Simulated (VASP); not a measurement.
# Be4InCu (F-43m) in VASP: a series of runs

Aim: see how the results for Be4InCu move with the level of theory and the settings. Levels: AM05+D4, vdW-DF2. Tasks: band structure, core levels.

Everything below comes from runs of VASP 6.6.1. Logs are shortened: lines on timing, memory, paths and dates and some standing lists are left out, and cuts for length are marked.

## (1) The structure

The structure is cubic, space group F-43m (No. 216). Conventional cell: a = 6.384 Å, b = 6.384 Å, c = 6.384 Å, α = 90.00°, β = 90.00°, γ = 90.00°. In (site symmetry -43m) has 12 Be at 2.65 Å and 4 Cu at 2.76 Å as nearest neighbours. Cu (site symmetry -43m) has 12 Be at 2.64 Å and 4 In at 2.76 Å as nearest neighbours. Be (site symmetry 3m) has 6 Be at 2.23 to 2.28 Å as nearest neighbours.

The cell comes from a database or a generator and needn't be the stable form of this composition.

## (2) Band structure, AM05+D4

The input, POSCAR:

```
Be4InCu
1.0
    0.0000000000      3.1920400000      3.1920400000
    3.1920400000      0.0000000000      3.1920400000
    3.1920400000      3.1920400000      0.0000000000
In Cu Be
1 1 4
Direct
    0.0000000000      0.0000000000      0.0000000000
    0.2500000000      0.2500000000      0.2500000000
    0.1289039900      0.6236986700      0.6236986700
    0.6236986700      0.6236986700      0.6236986700
    0.6236986700      0.6236986700      0.1289039900
    0.6236986700      0.1289039900      0.6236986700
```

The input, INCAR.step1:

```
SYSTEM = Be4InCu
PREC = Accurate ; ENCUT = 500
EDIFF = 1E-6 ; ISMEAR = -1
SIGMA = 0.1 ; LREAL = .False.
LASPH = .True. ; NELM = 100
ALGO = Fast ; ISIF = 2
LWAVE = .False. ; LCHARG = .True.
LMAXMIX = 4 ; GGA = AM
IVDW = 13 ; BMIX = 0.5
```

The input, KPOINTS.step1:

```
regular mesh
0
Gamma
  7 7 7
  0 0 0
```

The input, INCAR.step2:

```
SYSTEM = Be4InCu
PREC = Accurate ; ENCUT = 500
EDIFF = 1E-6 ; ISMEAR = 0
SIGMA = 0.05 ; LREAL = .False.
LASPH = .True. ; NELM = 100
ALGO = Fast ; ISIF = 2
LWAVE = .False. ; LCHARG = .False.
LMAXMIX = 4 ; GGA = AM
IVDW = 13 ; BMIX = 0.5
ICHARG = 11
```

The input, KPOINTS.step2:

```
path GXWKGLUWLK,UX
15
line-mode
reciprocal
 0.0000000000  0.0000000000  0.0000000000  G
 0.5000000000  0.0000000000  0.5000000000  X

 0.5000000000  0.0000000000  0.5000000000  X
 0.5000000000  0.2500000000  0.7500000000  W

 0.5000000000  0.2500000000  0.7500000000  W
 0.3750000000  0.3750000000  0.7500000000  K

 0.3750000000  0.3750000000  0.7500000000  K
 0.0000000000  0.0000000000  0.0000000000  G

 0.0000000000  0.0000000000  0.0000000000  G
 0.5000000000  0.5000000000  0.5000000000  L

 0.5000000000  0.5000000000  0.5000000000  L
 0.6250000000  0.2500000000  0.6250000000  U

 0.6250000000  0.2500000000  0.6250000000  U
 0.5000000000  0.2500000000  0.7500000000  W

 0.5000000000  0.2500000000  0.7500000000  W
 0.5000000000  0.5000000000  0.5000000000  L

 0.5000000000  0.5000000000  0.5000000000  L
 0.3750000000  0.3750000000  0.7500000000  K

 0.6250000000  0.2500000000  0.6250000000  U
 0.5000000000  0.0000000000  0.5000000000  X
```

Potentials or basis: VASP PAW PBE potentials, release 64 (In, Cu, Be).

Started as:

```sh
$ cat potpaw_PBE.64/In/POTCAR potpaw_PBE.64/Cu/POTCAR potpaw_PBE.64/Be/POTCAR > POTCAR
$ cp INCAR.step1 INCAR
$ cp KPOINTS.step1 KPOINTS
$ mpirun -np 1 vasp_std > vasp.out
$ cp INCAR.step2 INCAR
$ cp KPOINTS.step2 KPOINTS
$ mpirun -np 1 vasp_std > vasp.out
```

OUTCAR:

```text
SYSTEM = Be4InCu
   PREC = Accurate
   ENCUT = 500
   EDIFF = 1E-6
   ISMEAR = 0
   LREAL = .False.
   LASPH = .True.
   NELM = 100
   ISIF = 2
   GGA = AM
   IVDW = 13
   ICHARG = 11

 ion  position               nearest neighbor table
   1  0.000  0.000  0.000-   3 2.65   6 2.65   5 2.65   4 2.65   4 2.65   4 2.65   3 2.65   6 2.65
                             6 2.65   3 2.65   5 2.65   5 2.65   2 2.76   2 2.76   2 2.76   2 2.76
   2  0.250  0.250  0.250-   1 2.76   1 2.76   1 2.76   1 2.76
   3  0.129  0.624  0.624-   4 2.23   5 2.23   6 2.23   6 2.28   5 2.28   4 2.28   1 2.65   1 2.65
                             1 2.65
   4  0.624  0.624  0.624-   3 2.23   5 2.23   6 2.23   3 2.28   6 2.28   5 2.28   1 2.65   1 2.65
                             1 2.65
   5  0.624  0.624  0.129-   3 2.23   4 2.23   6 2.23   6 2.28   3 2.28   4 2.28   1 2.65   1 2.65
                             1 2.65
   6  0.624  0.129  0.624-   3 2.23   4 2.23   5 2.23   3 2.28   5 2.28   4 2.28   1 2.65   1 2.65
                             1 2.65

  LATTYP: Found a face centered cubic cell.
 ALAT       =     6.3840800000

  Lattice vectors:

 A1 = (   0.0000000000,   3.1920400000,   3.1920400000)
 A2 = (   3.1920400000,   0.0000000000,   3.1920400000)
 A3 = (   3.1920400000,   3.1920400000,   0.0000000000)

Analysis of symmetry for initial positions (statically):
=====================================================================
 Subroutine PRICEL returns:
 Original cell was already a primitive cell.

 Routine SETGRP: Setting up the symmetry group for a
 face centered cubic supercell.

 Subroutine GETGRP returns: Found 24 space group operations
 (whereof 24 operations were pure point group operations)
 out of a pool of 48 trial point group operations.

The static configuration has the point symmetry T_d .

Analysis of symmetry for dynamics (positions and initial velocities):
=====================================================================
 Subroutine PRICEL returns:
 Original cell was already a primitive cell.

 Routine SETGRP: Setting up the symmetry group for a
 face centered cubic supercell.

 Subroutine GETGRP returns: Found 24 space group operations
 (whereof 24 operations were pure point group operations)
 out of a pool of 48 trial point group operations.

The dynamic configuration has the point symmetry T_d .

 Subroutine INISYM returns: Found 24 space group operations
 (whereof 24 operations are pure point group operations),
 and found     1 'primitive' translations

----------------------------------------------------------------------------------------

                                     Primitive cell

  volume of cell :      65.0482

  direct lattice vectors                    reciprocal lattice vectors
     0.000000000  3.192040000  3.192040000    -0.156639641  0.156639641  0.156639641
[... 114 lines left out ...]
   LHFCALC =     F    Hartree Fock is set to
   AEXX    =    0.0000 exact exchange contribution
   IVDW    =    13    specifies the selected vdW correction
   LEPSILON=     F    determine dielectric tensor
   LRPA    =     F    only Hartree local field effects (RPA)
 non-spin polarized calculation
 RMM-DIIS sequential band-by-band and
 Gauss-broadening in eV      SIGMA  =   0.05
  energy-cutoff  :      500.00
  volume of cell :       65.05
 maximum number of plane-waves:      1676
 NGX is ok and might be reduce to    36

 number of electron      22.0000011 magnetization

 Free energy of the ion-electron system (eV)
  ---------------------------------------------------
  ext. energy  EPLUGINS =         0.00000000
  ---------------------------------------------------
  free energy    TOTEN  =       -22.18436695 eV

  energy without entropy =      -22.18285211  energy(sigma->0) =      -22.18360953

 E-fermi :   7.6050     XC(G=0): -11.1107

 val. band max:        7.5765163400   @ k =   0.5536   0.3929   0.5536
 cond. band min:       7.6203910044   @ k =   0.4375   0.4375   0.6250
 fundamental gap:      0.0438746643
 Fermi energy:         7.6049907730

 k-point     1 :       0.0000    0.0000    0.0000
  band No.  band energies     occupation
      1      -3.9340      2.00000
      2       2.7857      2.00000
      3       2.7857      2.00000
      4       2.7857      2.00000
      5       3.3423      2.00000
      6       3.3423      2.00000
      7       3.5652      2.00000
      8       5.8682      2.00000
      9       5.8682      2.00000
     10       5.8682      2.00000
     11       8.1127      0.00000
     12       8.4375      0.00000
     13       8.4375      0.00000
     14       8.4375      0.00000
[... 401 lines left out ...]
      2      -0.1858      2.00000
      3       0.9381      2.00000
      4       1.3241      2.00000
      5       3.2215      2.00000
      6       3.4405      2.00000
      7       3.5700      2.00000
      8       3.5784      2.00000
      9       3.7648      2.00000
     10       5.2880      2.00000
     11       5.5215      2.00000
     12       9.7597      0.00000
     13       9.9385      0.00000
     14      12.3790      0.00000
     15      12.6953      0.00000

 [... further k-points ...]

------------------------ aborting loop because EDIFF is reached ----------------------------------------

  DFT-D4 for vdW energy calculation

  Edisp (eV):   -0.77136

  FORCE on cell =-STRESS in cart. coord.  units (eV):
  Direction    XX          YY          ZZ          XY          YZ          ZX
  --------------------------------------------------------------------------------------
  -------------------------------------------------------------------------------------
  Total       1.74667     1.74667     1.74667     0.00000    -0.00000    -0.00000
  in kB      43.02171    43.02171    43.02171     0.00000    -0.00000    -0.00000
  external pressure =       43.02 kB  Pullay stress =        0.00 kB

 VOLUME and BASIS-vectors are now :
 -----------------------------------------------------------------------------
  energy-cutoff  :      500.00
  volume of cell :       65.05
      direct lattice vectors                 reciprocal lattice vectors
     0.000000000  3.192040000  3.192040000    -0.156639641  0.156639641  0.156639641
     3.192040000  0.000000000  3.192040000     0.156639641 -0.156639641  0.156639641
     3.192040000  3.192040000  0.000000000     0.156639641  0.156639641 -0.156639641

 POSITION                                       TOTAL-FORCE (eV/Angst)
 -----------------------------------------------------------------------------------
      0.00000      0.00000      0.00000        -0.000000     -0.000000     -0.000000
      1.59602      1.59602      1.59602        -0.000000     -0.000000     -0.000000
      3.98174      2.40234      2.40234         0.004479     -0.004479     -0.004479
      3.98174      3.98174      3.98174         0.004479      0.004479      0.004479
      2.40234      2.40234      3.98174        -0.004479     -0.004479      0.004479
      2.40234      3.98174      2.40234        -0.004479      0.004479     -0.004479
 -----------------------------------------------------------------------------------
    total drift:                                0.000073      0.000073      0.000073

  FREE ENERGIE OF THE ION-ELECTRON SYSTEM (eV)
  ---------------------------------------------------
  free  energy   TOTEN  =       -22.9557306301 eV

  energy  without entropy=      -22.9542157927  energy(sigma->0) =      -22.95497321
```

It took 4.1 min on 1 thread of AMD EPYC 7R43 (Zen 3), shared host; peak memory 0.29 GiB.

Results:

```
Band gap along the path    : none (metal or under the smearing width)
Dispersion energy per atom : -0.129 eV
```

Levels at the corners of the path, in eV from the Fermi level:
```csv
point,band 8,band 9,band 10,band 11,band 12,band 13,band 14,band 15
Γ,-1.78,-1.78,-1.78,0.46,0.79,0.79,0.79,1.91
X,-4.06,-4.06,-3.30,-2.73,4.37,4.38,4.42,4.72
X,-4.06,-4.06,-3.30,-2.73,4.37,4.40,4.44,4.69
W,-4.07,-3.84,-1.49,-1.49,1.06,1.22,4.89,5.17
W,-4.07,-3.84,-1.49,-1.49,1.06,1.22,4.88,5.24
K,-3.97,-3.83,-3.07,-1.01,1.89,2.06,3.75,4.20
K,-3.97,-3.83,-3.07,-1.01,1.89,2.06,3.75,4.19
Γ,-1.78,-1.78,-1.78,0.46,0.79,0.79,0.79,1.91
Γ,-1.78,-1.78,-1.78,0.46,0.79,0.79,0.79,1.91
L,-3.62,-2.74,-2.74,-0.52,-0.52,0.30,3.96,4.04
L,-3.62,-2.74,-2.74,-0.52,-0.52,0.30,3.94,4.04
U,-3.97,-3.83,-3.07,-1.01,1.89,2.06,3.75,4.19
U,-3.97,-3.83,-3.07,-1.01,1.89,2.06,3.75,4.19
W,-4.07,-3.84,-1.49,-1.49,1.06,1.22,4.92,5.18
W,-4.07,-3.84,-1.49,-1.49,1.06,1.22,4.88,5.18
L,-3.62,-2.74,-2.74,-0.52,-0.52,0.30,3.93,4.04
L,-3.62,-2.74,-2.74,-0.52,-0.52,0.30,3.93,4.04
K,-3.97,-3.83,-3.07,-1.01,1.89,2.06,3.75,4.19
U,-3.97,-3.83,-3.07,-1.01,1.89,2.06,3.75,4.19
X,-4.06,-4.06,-3.30,-2.73,4.37,4.42,4.47,4.69
```

Caveat: the log is that of the step along the path at fixed density, whose energy, stress, charges and moments have no meaning; the PAW data sets were made with another functional, which shifts forces and pressure a little; spin-orbit coupling is left out, which moves the levels of the heavy elements; pairwise dispersion overbinds metals, which lowers pressure and volume.

[end of part 1 of 2]
